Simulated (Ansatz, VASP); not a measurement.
One calculation of BeSi, two programs

File INCAR:

```
PREC = Accurate
ENCUT = 520
EDIFF = 1E-6
ISMEAR = -1
SIGMA = 0.05
LREAL = F
LASPH = T
NELM = 100
ALGO = Normal
ISIF = 2
LWAVE = F
LCHARG = F
GGA = PE
NBANDS = 10
```

File KPOINTS:

```
regular mesh
0
Gamma
  9 9 9
```

The input POSCAR:

```
BeSi
1.0
    2.9052818623      0.0000000000      0.0000000000
    0.0000000000      2.9052818623      0.0000000000
    0.0000000000      0.0000000000      2.9052818623
Be Si
1 1
Direct
    0.5000000000      0.5000000000      0.5000000000
    0.0000000000      0.0000000000      0.0000000000
```

The input input.yaml:

```yaml
crystal:
  lattice:
    - [2.9052818623, 0.0, 0.0]
    - [0.0, 2.9052818623, 0.0]
    - [0.0, 0.0, 2.9052818623]
  atoms:
    - { symbol: Be, position: [0.5, 0.5, 0.5] }
    - { symbol: Si, position: [0.0, 0.0, 0.0] }
kpoints:
  mp_grid: { grid: [9, 9, 9] }
scf:
  occupations: { method: fermi_dirac, width: 0.05 }
hamiltonian:
  xc: pbe
  pseudopotentials: { kind: all_electron, lapw: { basis_error: 0.0005 } }
output:
  forces: true
  stress: true
  eigenvalues: true
```

Change from the starting cell: volume scaled by 0.94.

Alike in both runs: task single point; functional PBE; k mesh 9 × 9 × 9; occupations fermi-dirac, width 0.05 eV; no spin polarisation.

```csv
,VASP,Ansatz
version,VASP 6.6.1,Ansatz 0.2.0
potentials or method,"VASP PAW PBE potentials, release 64 (Be, Si)","all-electron LAPW, scalar-relativistic"
plane-wave cutoff (eV),520,see its input
```

```tsv
	VASP	Ansatz	Ansatz less VASP
gap on the k mesh at the Fermi level (eV)	none	none	-
pressure (GPa)	-5.1	-5.1	+0.01
```

A gap of «none» marks a metal or a gap that the smearing closes. Ansatz ran all-electron here, so the differences hold the error of VASP's frozen core and of both bases.
